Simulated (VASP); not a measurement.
Input:

```yaml
crystal:
  lattice:
    - [0.00000, 3.74921, 3.74921]
    - [3.74921, 0.00000, 3.74921]
    - [3.74921, 3.74921, 0.00000]
  atoms:
    - { symbol: Tl, position: [0.00000, 0.00000, 0.00000] }
    - { symbol: Br, position: [0.25000, 0.25000, 0.25000] }
```

These are PBE GGA, VASP's PBE PAW potentials (set 64) (plane waves; VASP) values and carry that method's errors. Settings: 400 eV cut-off, 6×6×6 Γ-centred mesh, Gaussian smearing of 0.050 eV, potentials Tl_d Br.

What does the run give for the energy per atom (σ→0)?

The energy per atom (σ→0) is -2.748 eV/atom.

Total energies compare only between runs with the same potentials, cut-off and functional.

The structure was generated: TlBr was put into the zinc blende type (F-43m), which need not be its known phase. It was relaxed first, which changed the volume by +84 %. The start is the result of an earlier pass.
